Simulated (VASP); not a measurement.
Si2Mo:

```xyz
3
Lattice="-1.6000 1.6000 3.9305 1.6000 -1.6000 3.9305 1.6000 1.6000 -3.9305" Properties=species:S:1:pos:R:3 pbc="T T T"
Si    0.0000    0.0000    2.6177
Si    0.0000    0.0000    5.2433
Mo    0.0000    0.0000    0.0000
```

| Property | Result |
| --- | --- |
| Program | VASP 6.6.1 |
| Task | relaxation of cell and atoms |
| Functional | PBE |
| Potentials or basis | VASP PAW PBE potentials, release 64 (Si, Mo_sv) |
| Cutoff | 520 eV |
| k mesh | 18 × 18 × 18 |
| Occupations | gaussian, width 0.1 eV |
| Spin | no spin polarisation |

At the start: pressure 2.4 GPa; volume 13.42 Å³/atom.

Q: Where does the relaxation end?

A: Over 4 steps the energy falls by 2.9 meV/atom and the volume is 13.58 Å³/atom (+1.2 %); space group I4/mmm (No. 139, to 0.05 Å).

The path:
```tsv
step	energy change (eV)	largest force (eV/Å)	pressure (GPa)	volume (Å³)
1	0.0000	0.2795	2.40	40.25
2	-0.0017	0.0872	-3.25	41.43
3	-0.0069	0.1739	-0.71	40.87
4	-0.0086	0.0155	0.14	40.75
```

Final structure:
```xyz
3
Lattice="-1.6097 1.6097 3.9316 1.6097 -1.6097 3.9316 1.6097 1.6097 -3.9316" Properties=species:S:1:pos:R:3 pbc="T T T"
Si    0.0000    0.0000    2.6355
Si    1.6097    1.6097    1.2961
Mo    0.0000    0.0000    0.0000
```

Caveat: the relaxation stopped at a loose force limit of 0.15 eV/Å, so its end isn't a converged minimum.
